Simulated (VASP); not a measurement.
Given:

```yaml
crystal:
  lattice:
    - [4.40971, 0.00000, 0.00000]
    - [0.00000, 4.40971, 0.00000]
    - [0.00000, 0.00000, 4.40971]
  atoms:
    - { symbol: Tl, position: [0.00000, 0.00000, 0.00000] }
    - { symbol: Sc, position: [0.00000, 0.50000, 0.50000] }
    - { symbol: Sc, position: [0.50000, 0.00000, 0.50000] }
    - { symbol: Sc, position: [0.50000, 0.50000, 0.00000] }
    - { symbol: B, position: [0.50000, 0.50000, 0.50000] }
```

All values below come from LDA (Ceperley-Alder, Perdew-Zunger), VASP's LDA PAW potentials (set 64) (plane waves; VASP). Settings: 400 eV cut-off, 5×5×5 Γ-centred mesh, Gaussian smearing of 0.10 eV, potentials Tl_d Sc_sv B.

At this cut-off the stress carries a Pulay error, which pulls relaxed volumes low.

Task: Give the stress tensor in GPa (positive for a compressed cell).

Result: 
```
12.11   0.00   0.00
 0.00  12.11   0.00
 0.00   0.00  12.11
```
The pressure is its mean diagonal, 12.11 GPa.

The structure comes from a measured Sc3TlB entry of the Crystallography Open Database, whose conditions weren't checked. The cell was not relaxed at this level. The electron count is odd and the run is not spin-polarised, which forces a metal.
